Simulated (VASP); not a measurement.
CoSi: equilibrium volume by level of theory

```
Co Si
1.0
     4.43800    0.00000    0.00000
     0.00000    4.43800    0.00000
     0.00000    0.00000    4.43800
Co Si
4 4
Direct
  0.14000 0.14000 0.14000
  0.36000 0.86000 0.64000
  0.64000 0.36000 0.86000
  0.86000 0.64000 0.36000
  0.84300 0.84300 0.84300
  0.65700 0.15700 0.34300
  0.34300 0.65700 0.15700
  0.15700 0.34300 0.65700
```

```csv
rung,level,program and potentials,cutoff (eV),k mesh,smearing,equilibrium volume (Å³/atom),notes
LDA,LDA,"VASP, LDA PAW files Co, Si, 600 eV",600,8 × 8 × 8,methfessel-paxton 0.1,10.30,-
GGA,PBE,"VASP, PBE PAW files Co, Si, 600 eV",600,8 × 8 × 8,methfessel-paxton 0.1,(a),-
GGA + dispersion,PBE+D3(BJ),"VASP, PBE PAW files Co, Si, 600 eV",600,8 × 8 × 8,methfessel-paxton 0.1,10.50,-
GGA,PBEsol,"VASP, PBE PAW files Co, Si, 600 eV",600,8 × 8 × 8,methfessel-paxton 0.1,10.55,potentials made for PBE
meta-GGA,r2SCAN,"VASP, PBE PAW files Co, Si, 600 eV",600,8 × 8 × 8,methfessel-paxton 0.1,10.53,potentials made for PBE
```

Task: relaxation of cell and atoms. All rows: no spin polarisation. Smearing widths are in eV. For a metal such meshes aren't converged. Meshes are those of the run's cell of 8 atoms unless a note names another. Relaxations start from the cell shown or near it and stop with a little pressure left. Runs on faulty files, with rough fits or with known faults for this quantity aren't shown. No row holds spin-orbit coupling.

Q: Estimate the value left out from the other rows.

A: (a) 10.86 Å³/atom.
